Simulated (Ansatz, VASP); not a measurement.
**Cross-check of InHO2 between VASP and Ansatz**

Wanted: the spread between two codes on one cell, functional and k mesh. The cell is taken from a series of runs on this material, whose earlier steps may have relaxed, scaled, displaced or heated it; both programs get it as it stands. Other levels of theory on this material are compared in a session of their own.

Main program and level: Ansatz 0.2.0; plane waves, with VASP 6.6.1 beside it; r2SCAN with rVV10 and r2SCAN with D4.

**1. Set-up**

It takes space group Pnnm (No. 58, orthorhombic). Conventional cell: a = 4.509 Å, b = 5.258 Å, c = 3.276 Å, α = 90.00°, β = 90.00°, γ = 90.00°. Nearest to In lie 6 O at 2.18 Å. Nearest to H lie 2 O at 1.21 Å. Nearest to O lie 1 H at 1.21 Å and 3 In at 2.18 Å. Farther neighbours and most contacts between anions are not listed.

**2. Ansatz: single point, r2SCAN with rVV10**

Ansatz runs on PAW files that the input asks for by source.

With cell and atoms fixed, the geometry can't cause a difference; cores, projectors, grids and the points listed under the comparison can.

The input, input.yaml:

```yaml
crystal:
  lattice:
    - [4.5085608821, 0.0, 0.0]
    - [0.0, 5.2583612626, 0.0]
    - [0.0, 0.0, 3.2763589048]
  atoms:
    - { symbol: In, position: [0.5, 0.5, 0.5] }
    - { symbol: In, position: [0.0, 0.0, 0.0] }
    - { symbol: H, position: [0.5, 0.0, 0.5] }
    - { symbol: H, position: [0.0, 0.5, 0.0] }
    - { symbol: O, position: [0.2795201503, 0.8686657686, 0.5] }
    - { symbol: O, position: [0.7204798497, 0.1313342314, 0.5] }
    - { symbol: O, position: [0.2204798497, 0.3686657686, 0.0] }
    - { symbol: O, position: [0.7795201503, 0.6313342314, 0.0] }
kpoints:
  mp_grid: { grid: [6, 6, 8] }
hamiltonian:
  xc: r2scan
  pseudopotentials: { kind: paw, source: ansatz }
  dispersion: rvv10
scf:
  occupations: { method: fixed }
  n_extra_bands: 6
  lower_state_search: "off"
  convergence: { dr2_threshold: 1.0e-09 }
output:
  eigenvalues: true
```

The run is started by

```sh
$ ansatz run input.yaml --threads 8 --pin off --max-ram 18432MiB --backend cpu --events-out ev --progress --plain --runs-dir out
```

Numbers of over 12 decimals in the logs are rounded to 6 here.

Log:

```text
scf.n_extra_bands = 6 over 34 filled bands (N_el = 68.0): the run solves 40 bands
Engine: ansatz 0.2.0, aarch64-unknown-linux-gnu
Pseudopotentials: kind: paw
Pseudopotential: In, paw, valence charge 21, recommended cutoff 870 eV (meta_gga), In.paw.azcp
Pseudopotential: H, paw, valence charge 1, recommended cutoff 1000 eV (meta_gga), H.paw.azcp
Pseudopotential: O, paw, valence charge 6, recommended cutoff 1050 eV (meta_gga), O.paw.azcp
Functional definition: r2SCAN+rVV10
  parameter k0 = 0.174
  parameter k1 = 0.065
  parameter a1 = 4.9479
  exchange = r2scan_x(k0 = k0, k1 = k1, a1 = a1)
  correlation = r2scan_c + rvv10(11.95, 0.0093)
Crystal: 8 atoms, lattice volume = 77.675 Å³
Basis set: ecut = 1050 eV, 6001 PW (Γ), exchange–correlation on 240×288×180 points (64 copies of the dense FFT grid, shifted against one another)
Bands: 40, of which v1, the nominal top of the filled ones, is band 34 counted from 1 (33 counted from 0)
Symmetry: 8 space group operations
Space group: Pnnm (ITA 58), of the structure as read, at distance tolerance 4.3e-5 Å
k-points: 80 of 288
Non-local potential: In, projectors of the file, l = 0: 3, l = 1: 3, l = 2: 2, l = 3: 2
Non-local potential: H, projectors of the file, l = 0: 2, l = 1: 1, l = 2: 1
Non-local potential: O, projectors of the file, l = 0: 2, l = 1: 2, l = 2: 1
PAW form: soft (Blöchl's): semilocal exchange-correlation on the pseudo side does not see the compensation charge
rVV10 density: all electrons in the spheres
PAW frozen core: In, regenerated for the run's functional (the file was generated under x = pbe(κ = 0.804, μ = 0.219515), c = pbe(β = 0.066725))
PAW frozen core: O, regenerated for the run's functional (the file was generated under x = pbe(κ = 0.804, μ = 0.219515), c = pbe(β = 0.066725))
PAW one-centre angular grid: In, 590 points (default); XC on 160 Gauss nodes
PAW one-centre angular grid: H, 302 points (default); XC on 160 Gauss nodes
PAW one-centre angular grid: O, 302 points (default); XC on 160 Gauss nodes
Initial density: superposition of atomic densities (chi_scale 0.1, normalization cell, long waves kept (reshape's long-wave potential 0.01 eV rms))
Initial wavefunctions: pseudopotential atomic-orbital guess
Functional: x = r2scan, c = r2scan + rvv10(b = 11.95, C = 0.0093); τ floored in thin density (d = 2e-4 eV/Å³)
SCF iter   1: F=-20262.722625 eV  HF=-20267.320299 eV  |F-HF|=4.60e0  |Δ(HF+E_count)|=         —  Δρ=1.17e-1  dr2=7.30e0  dr2_τ=1.08e0  ethr=3.10e-3  ⟨swp⟩=4.6  Hψ=10088  notcnv=0  defer=320
preconditioner: auto → Resta (q_TF=auto, 2.668 Å⁻¹)  ε∞=3.6  [insulator: Δε(μ)=2.375 eV  Ē_g=18.691 eV  n_scr=28 (ndim 8)  ℏωp=30.4 eV  f_vac=0.000  ε∞_Penn≈3.6]
SCF iter   2: F=-20265.047594 eV  HF=-20265.382934 eV  |F-HF|=3.35e-1  |Δ(HF+E_count)|=    1.94e0  Δρ=4.18e-2  dr2=1.11e0  dr2_τ=2.70e-1  ethr=3.10e-3  ⟨swp⟩=2.5  Hψ=7175  notcnv=0  defer=318
SCF iter   3: F=-20265.377683 eV  HF=-20265.365697 eV  |F-HF|=1.20e-2  |Δ(HF+E_count)|=   1.72e-2  Δρ=2.15e-2  dr2=1.59e-1  dr2_τ=1.91e-2  ethr=1.63e-3  ⟨swp⟩=2.2  Hψ=5319  notcnv=0  defer=320
SCF iter   4: F=-20265.386380 eV  HF=-20265.388962 eV  |F-HF|=2.58e-3  |Δ(HF+E_count)|=   2.33e-2  Δρ=3.49e-3  dr2=6.96e-3  dr2_τ=1.62e-3  ethr=2.34e-4  ⟨swp⟩=2.6  Hψ=4832  notcnv=0  defer=320
SCF iter   5: F=-20265.387061 eV  HF=-20265.388597 eV  |F-HF|=1.54e-3  |Δ(HF+E_count)|=   3.65e-4  Δρ=1.92e-3  dr2=2.05e-3  dr2_τ=1.48e-3  ethr=1.02e-5  ⟨swp⟩=3.0  Hψ=5449  notcnv=0  defer=320
SCF iter   6: F=-20265.388062 eV  HF=-20265.388058 eV  |F-HF|=3.89e-6  |Δ(HF+E_count)|=   5.39e-4  Δρ=3.56e-4  dr2=6.05e-5  dr2_τ=1.04e-5  ethr=3.01e-6  ⟨swp⟩=2.0  Hψ=5609  notcnv=0  defer=320
SCF iter   7: F=-20265.388064 eV  HF=-20265.388064 eV  |F-HF|=3.07e-7  |Δ(HF+E_count)|=   6.28e-6  Δρ=1.13e-4  dr2=4.66e-6  dr2_τ=1.10e-6  ethr=8.90e-8  ⟨swp⟩=2.0  Hψ=4356  notcnv=0  defer=224
SCF iter   8: F=-20265.388181 eV  HF=-20265.388181 eV  |F-HF|=8.73e-8  |Δ(HF+E_count)|=   1.17e-4  Δρ=2.10e-5  dr2=2.21e-7  dr2_τ=3.90e-8  ethr=6.85e-9  ⟨swp⟩=2.0  Hψ=4904  notcnv=0  defer=152
SCF iter   9: F=-20265.388181 eV  HF=-20265.388181 eV  |F-HF|=5.78e-10  |Δ(HF+E_count)|=   1.99e-8  Δρ=1.94e-6  dr2=2.55e-9  dr2_τ=2.37e-10  ethr=3.26e-10  ⟨swp⟩=2.0  Hψ=4841  notcnv=0  defer=152
SCF iter  10: F=-20265.388181 eV  HF=-20265.388181 eV  |F-HF|=3.64e-12  |Δ(HF+E_count)|=  9.86e-10  Δρ=5.12e-7  dr2=1.10e-10  dr2_τ=2.25e-11  ethr=1.47e-12  ⟨swp⟩=9.9  Hψ=10358  notcnv=0
SCF 1 converged in 10 iterations: F = -20265.388181 eV  dr2 = 1.10e-10
  greatest PAW one-centre occupation: 0.994 electrons in one spin orbital (limit 2), on the In atom at site 1 (counted from 0), in its partial waves of l = 0
SCF converged after 10 iterations
Free energy (F): -20265.388181 eV
Harris-Foulkes:  -20265.388181 eV  (|F-HF|=3.64e-12)
Internal energy: -20265.388181 eV  (E = F + TS)
E sigma→0 (E₀):  -20265.388181 eV
Fermi energy:    8.646766 eV
--- Per-component energies (eV) ---
  E_band       = -1201.979502
  E_kinetic    = 2813.651522
  E_local      = -12923.598797  (includes V_loc(G=0)·N_el)
  E_nonlocal   = 3350.525544
  E_hartree    = 4334.387248
  E_xc         = -834.623291
  E_vxc        = -1243.947677  (∫ρ·V_xc dr)
  E_paw        = -9378.700355  (= ΣΔE_a)
  E_vpaw       = -1963.133599  (= ΣTr[D̂ρ^β])
  E_aug_tail   = 0.000025  (compensation charges beyond the density's cutoff)
  E_vtau       = 95.749806  (kinetic-family band-sum trace: ∫τ·v_τ [+ j·A + Jᵃ·Aᵃ] dr)
  E_ewald      = -7625.655764
  E_core_change = -1.374313  (= ΣΔE_core)
  E_smearing   = -0.000000  (= −TS)
  E_closure    = -0.000000  (closes the sum)
  Σ components = -20265.388181   (vs F -20265.388181, Δ=0.00e0)
--- Band table (eV; the first three rows and the last of 80) ---
  k-point 0: bands = [... 30 lower, 8.3916, 8.4532, 8.5705, 8.6468, 11.3537, 16.2736, 16.6349, 17.8191, ... 2 higher]
  k-point 1: bands = [... 30 lower, 8.1727, 8.3464, 8.3589, 8.5746, 12.0593, 16.5393, 17.1085, 18.2323, ... 2 higher]
  k-point 2: bands = [... 30 lower, 7.8130, 7.9765, 8.1383, 8.5358, 13.4568, 16.9484, 18.2742, 19.1136, ... 2 higher]
  k-point 79: bands = [... 30 lower, 7.5261, 7.5261, 8.1640, 8.1640, 15.5672, 15.5672, 18.1460, 18.1460, ... 2 higher]
```

**3. VASP: single point, r2SCAN with rVV10**

The same cell, functional and mesh now go to VASP, with its own data sets.

Lines of VASP's logs that name or quote its potential files are left out, and so is its time.

The input, INCAR:

```
SYSTEM = InHO2
PREC = Accurate
ENCUT = 580
EDIFF = 1E-06
NELM = 120
ISMEAR = 0
SIGMA = 0.01
LREAL = .FALSE.
ALGO = Normal
METAGGA = R2SCAN
LUSE_VDW = .TRUE.
IVDW_NL = 2
BPARAM = 11.95
CPARAM = 0.0093
LASPH = .TRUE.
NBANDS = 34
LORBIT = 11
LWAVE = .FALSE.
LCHARG = .FALSE.
ISIF = 2
GGA_COMPAT = .FALSE.
EFERMI = MIDGAP
LMIXTAU = .TRUE.
KPAR = 2
```

The input, POSCAR:

```
InHO2
1.0
    4.5085608821      0.0000000000      0.0000000000
    0.0000000000      5.2583612626      0.0000000000
    0.0000000000      0.0000000000      3.2763589048
In H O
2 2 4
Direct
    0.5000000000      0.5000000000      0.5000000000
    0.0000000000      0.0000000000      0.0000000000
    0.5000000000      0.0000000000      0.5000000000
    0.0000000000      0.5000000000      0.0000000000
    0.2795201503      0.8686657686      0.5000000000
    0.7204798497      0.1313342314      0.5000000000
    0.2204798497      0.3686657686      0.0000000000
    0.7795201503      0.6313342314      0.0000000000
```

The input, KPOINTS:

```
Automatic mesh
0
Gamma
6 6 8
0 0 0
```

Potentials, in the order of the species: In_d, H and O (PBE family, release 64).

The run is started by

```sh
$ mpirun -np 2 vasp_std
```

Log:

```text
[banner, memory and clock lines left out]
running    2 mpi-ranks, on    1 nodes
 distrk:  each k-point on    1 cores,    2 groups
 distr:  one band on    1 cores,    1 groups

 POSCAR found type information on POSCAR InH O
 POSCAR found :  3 types and       8 ions
|                                                                             |
|               ----> ADVICE to this user running VASP <----                  |
|                                                                             |
|     You have switched on vdW-DFT.                                           |
|     This routine was written and supplied by Jiri Klimes. We recommend      |
|     that you carefully read and cite the following publications:            |
|       J. Klimes, D.R. Bowler, A. Michelides                                 |
|          J. Phys.: Cond Matt. 22 022201 (2010)                              |
|       J. Klimes, D.R. Bowler, A. Michelides                                 |
|          Phys. Rev. B. 83, 195131 (2011)                                    |
|     and references therein.                                                 |
|                                                                             |

|                                                                             |
|               ----> ADVICE to this user running VASP <----                  |
|                                                                             |
|     You enforced a specific xc type in the INCAR file but a different       |
|     [... a line on the potential file left out ...]
|     I HOPE YOU KNOW WHAT YOU ARE DOING!                                     |
|                                                                             |

 LDA part: xc-table for (None), standard interpolation
 POSCAR, INCAR and KPOINTS ok, starting setup
 FFT: planning ... GRIDC
 FFT: planning ... GRID_SOFT
 FFT: planning ... GRID
 WAVECAR not read
 entering main loop
       N       E                     dE             d eps       ncg     rms          rms(c)
Total rVV10 correction in eV:      1.2253054    54.4239931
Total rVV10 correction in eV:      1.2253054    54.4239931
DAV:   1     0.622342953232E+03    0.62234E+03   -0.27537E+04  5482   0.227E+03
DAV:   2    -0.117899440186E+01   -0.62352E+03   -0.58927E+03  5914   0.567E+02
DAV:   3    -0.100737035251E+03   -0.99558E+02   -0.96934E+02  5970   0.223E+02
DAV:   4    -0.106355998574E+03   -0.56190E+01   -0.55618E+01  7138   0.540E+01
DAV:   5    -0.106571724070E+03   -0.21573E+00   -0.21552E+00  7848   0.101E+01    0.178E+01
Total rVV10 correction in eV:      1.3083467    54.4239960
Total rVV10 correction in eV:      1.3083467    54.4239960
DAV:   6    -0.904865471779E+02    0.16085E+02   -0.13856E+01  8594   0.690E+01    0.129E+01
Total rVV10 correction in eV:      1.3362211    54.4239960
Total rVV10 correction in eV:      1.3362211    54.4239960
DAV:   7    -0.860036737973E+02    0.44829E+01   -0.23860E+00  6870   0.120E+01    0.334E+00
Total rVV10 correction in eV:      1.3603235    54.4239960
Total rVV10 correction in eV:      1.3603235    54.4239960
DAV:   8    -0.867157316868E+02   -0.71206E+00   -0.10526E+00  5540   0.827E+00    0.313E+00
Total rVV10 correction in eV:      1.3757466    54.4239960
Total rVV10 correction in eV:      1.3757466    54.4239960
DAV:   9    -0.866857896573E+02    0.29942E-01   -0.41799E-01  6062   0.676E+00    0.307E-01
Total rVV10 correction in eV:      1.3789896    54.4239960
Total rVV10 correction in eV:      1.3789896    54.4239960
DAV:  10    -0.870869037803E+02   -0.40111E+00   -0.26490E-01  5538   0.467E+00    0.499E-01
Total rVV10 correction in eV:      1.3829155    54.4239960
Total rVV10 correction in eV:      1.3829155    54.4239960
DAV:  11    -0.870775632961E+02    0.93405E-02   -0.21058E-02  6022   0.125E+00    0.553E-01
Total rVV10 correction in eV:      1.3851483    54.4239960
Total rVV10 correction in eV:      1.3851483    54.4239960
DAV:  12    -0.869424749507E+02    0.13509E+00   -0.68776E-02  5500   0.244E+00    0.297E-01
Total rVV10 correction in eV:      1.3842416    54.4239960
Total rVV10 correction in eV:      1.3842416    54.4239960
DAV:  13    -0.870917853264E+02   -0.14931E+00   -0.34416E-02  5516   0.169E+00    0.351E-02
Total rVV10 correction in eV:      1.3843859    54.4239960
Total rVV10 correction in eV:      1.3843859    54.4239960
DAV:  14    -0.871035457657E+02   -0.11760E-01   -0.55048E-03  6108   0.661E-01    0.256E-02
Total rVV10 correction in eV:      1.3843115    54.4239960
Total rVV10 correction in eV:      1.3843115    54.4239960
DAV:  15    -0.871036193595E+02   -0.73594E-04   -0.14537E-04  7442   0.935E-02    0.103E-01
Total rVV10 correction in eV:      1.3842787    54.4239960
Total rVV10 correction in eV:      1.3842787    54.4239960
DAV:  16    -0.871036099660E+02    0.93935E-05   -0.10395E-05  7526   0.236E-02    0.143E-01
Total rVV10 correction in eV:      1.3844185    54.4239960
Total rVV10 correction in eV:      1.3844185    54.4239960
DAV:  17    -0.871036429222E+02   -0.32956E-04   -0.23234E-05  7644   0.791E-02    0.623E-02
Total rVV10 correction in eV:      1.3844703    54.4239960
Total rVV10 correction in eV:      1.3844703    54.4239960
DAV:  18    -0.871036795817E+02   -0.36660E-04   -0.11790E-05  7498   0.381E-02    0.127E-02
Total rVV10 correction in eV:      1.3844425    54.4239960
Total rVV10 correction in eV:      1.3844425    54.4239960
DAV:  19    -0.871037024601E+02   -0.22878E-04   -0.65986E-06  5644   0.207E-02    0.127E-02
Total rVV10 correction in eV:      1.3844380    54.4239960
Total rVV10 correction in eV:      1.3844380    54.4239960
DAV:  20    -0.871037077758E+02   -0.53157E-05   -0.21694E-06  4670   0.133E-02    0.105E-02
Total rVV10 correction in eV:      1.3844373    54.4239960
Total rVV10 correction in eV:      1.3844373    54.4239960
DAV:  21    -0.871037079777E+02   -0.20190E-06   -0.73542E-07  3944   0.738E-03
Total rVV10 correction in eV:      1.3844215    54.4239960
Total rVV10 correction in eV:      1.3844215    54.4239960
Total rVV10 correction in eV:      1.3844349    54.4239960
Total rVV10 correction in eV:      1.3844349    54.4239960
   1 F= -.87103708E+02 E0= -.87103708E+02  d E =0.000000E+00
```

OUTCAR, selected parts (step 3):

```text
ion  position               nearest neighbor table
   1  0.500  0.500  0.500-   5 2.18   6 2.18   7 2.18   8 2.18   7 2.18   8 2.18   2 3.83   2 3.83
                             2 3.83   2 3.83   2 3.83   2 3.83   2 3.83   2 3.83
   2  0.000  0.000  0.000-   7 2.18   8 2.18   5 2.18   6 2.18   5 2.18   6 2.18   1 3.83   1 3.83
                             1 3.83   1 3.83   1 3.83   1 3.83   1 3.83   1 3.83
   3  0.500  0.000  0.500-   5 1.21   6 1.21
   4  0.000  0.500  0.000-   7 1.21   8 1.21
   5  0.280  0.869  0.500-   3 1.21   1 2.18   2 2.18   2 2.18
   6  0.720  0.131  0.500-   3 1.21   1 2.18   2 2.18   2 2.18
   7  0.220  0.369  0.000-   4 1.21   2 2.18   1 2.18   1 2.18
   8  0.780  0.631  0.000-   4 1.21   2 2.18   1 2.18   1 2.18

  LATTYP: Found a simple orthorhombic cell.
 ALAT       =     3.2763589048
 B/A-ratio  =     1.3760888270
 C/A-ratio  =     1.6049405500

 Subroutine GETGRP returns: Found  8 space group operations
 (whereof  4 operations were pure point group operations)

The static configuration has the point symmetry C_2h.
 The point group associated with its full space group is D_2h.

 Found     80 irreducible k-points:

   k-points           NKPTS =     80   k-points in BZ     NKDIM =     80   number of bands    NBANDS=     34

   dimension x,y,z NGX =    36 NGY =   42 NGZ =   28
   dimension x,y,z NGXF=    72 NGYF=   84 NGZF=   56

   ENCUT  =  580.0 eV  42.63 Ry    6.53 a.u.   8.85 10.33  6.43*2*pi/ulx,y,z

   NELECT =      52.0000    total number of electrons

 k-points in reciprocal lattice and weights: Automatic mesh
   0.00000000  0.00000000  0.00000000       0.003
   0.16666667  0.00000000  0.00000000       0.007
   0.33333333  0.00000000  0.00000000       0.007
   0.50000000  0.00000000  0.00000000       0.003
   0.00000000  0.16666667  0.00000000       0.007
   0.16666667  0.16666667  0.00000000       0.014
   0.33333333  0.16666667  0.00000000       0.014
   0.50000000  0.16666667  0.00000000       0.007
   0.00000000  0.33333333  0.00000000       0.007
[...]
0.33333333  0.50000000  0.50000000       0.007
   0.50000000  0.50000000  0.50000000       0.003

 average (electrostatic) potential at core
       1 -99.5118       2 -99.5118       3 -34.0025       4 -34.0025       5 -72.5700
       6 -72.5700       7 -72.5700       8 -72.5700

 E-fermi :   5.6036

 k-point     1 :       0.0000    0.0000    0.0000
  band No.  band energies     occupation
    ...
     22       3.8614      2.00000
     23       3.9809      2.00000
     24       4.0609      2.00000
     25       4.1744      2.00000
     26       4.2506      2.00000
     27       6.9566      0.00000
     28      11.8692      0.00000
     29      12.2283      0.00000
     30      13.4156      0.00000
     31      16.3077      0.00000
    ...

 k-point     2 :       0.1667    0.0000    0.0000
  band No.  band energies     occupation
    ...
     22       3.4108      2.00000
     23       3.8308      2.00000
     24       4.0501      2.00000
     25       4.0863      2.00000
     26       4.1179      2.00000
     27       7.6044      0.00000
     28      11.5613      0.00000
     29      12.1565      0.00000
     30      12.9120      0.00000
     31      16.5805      0.00000
    ...

 k-point     3 :       0.3333    0.0000    0.0000
  band No.  band energies     occupation
    ...
     22       3.1905      2.00000
     23       3.6972      2.00000
     24       3.7532      2.00000
     25       3.9563      2.00000
     26       3.9636      2.00000
     27       8.7395      0.00000
     28      10.7341      0.00000
     29      12.0710      0.00000
     30      12.1954      0.00000
     31      16.0843      0.00000
    ...

  Total        0.4190400      0.4160212      0.4597403      0.0000000      0.0000000      0.0000000
  in kB        8.6434320      8.5811647      9.4829462      0.0000000      0.0000000      0.0000000
  external PRESSURE =       8.9025143 kB  Pullay stress =       0.0000000 kB

  energy-cutoff  :      580.00
  volume of cell :       77.67
      direct lattice vectors                 reciprocal lattice vectors
     4.508560882  0.000000000  0.000000000     0.221800265  0.000000000  0.000000000
     0.000000000  5.258361263  0.000000000     0.000000000  0.190173316  0.000000000
     0.000000000  0.000000000  3.276358905     0.000000000  0.000000000  0.305216867

 POSITION                                       TOTAL-FORCE (eV/Angst)
 -----------------------------------------------------------------------------------
      2.25428      2.62918      1.63818         0.000000      0.000000      0.000000
      0.00000      0.00000      0.00000         0.000000      0.000000      0.000000
      2.25428      0.00000      1.63818         0.000000      0.000000      0.000000
      0.00000      2.62918      0.00000         0.000000      0.000000      0.000000
      1.26023      4.56776      1.63818         0.021857     -0.000881      0.000000
      3.24833      0.69060      1.63818        -0.021857      0.000881      0.000000
      0.99405      1.93858      0.00000        -0.021857     -0.000881     -0.000000
      3.51451      3.31978      0.00000         0.021857      0.000881      0.000000
 -----------------------------------------------------------------------------------
    total drift:                                0.000000      0.000000      0.000000

  FREE ENERGIE OF THE ION-ELECTRON SYSTEM (eV)
  ---------------------------------------------------
  free  energy   TOTEN  =       -87.1037079777 eV

  energy  without entropy=      -87.1037079777  energy(sigma->0) =      -87.10370798

 total charge
# of ion       s       p       d       tot
------------------------------------------
    1        0.617   0.661  10.078  11.356
    2        0.617   0.661  10.078  11.356
    3        0.469   0.106   0.000   0.575
    4        0.469   0.106   0.000   0.575
    5        1.560   3.528   0.000   5.088
    6        1.560   3.528   0.000   5.088
    7        1.560   3.528   0.000   5.088
    8        1.560   3.528   0.000   5.088
--------------------------------------------------
tot          8.412  15.647  20.156  44.215

[... 3 further parts left out ...]
```

The run ends at a pressure of 0.89 GPa, with forces up to 0.022 eV/Å.

(Continued in part 2 of 2.)

[Lines on the potential files, build, host, timing and source positions are cut from VASP's logs without a mark.]

[Logs are printed without paths, hosts, clocks, repeated set-up lines and the standing remarks that a program may print on its own settings, such as how far it seeks lower states.]

[Hosts, paths, dates, database ids (printed as entryN), source tags and the programs' standing remarks are cut or masked in the printed files.]
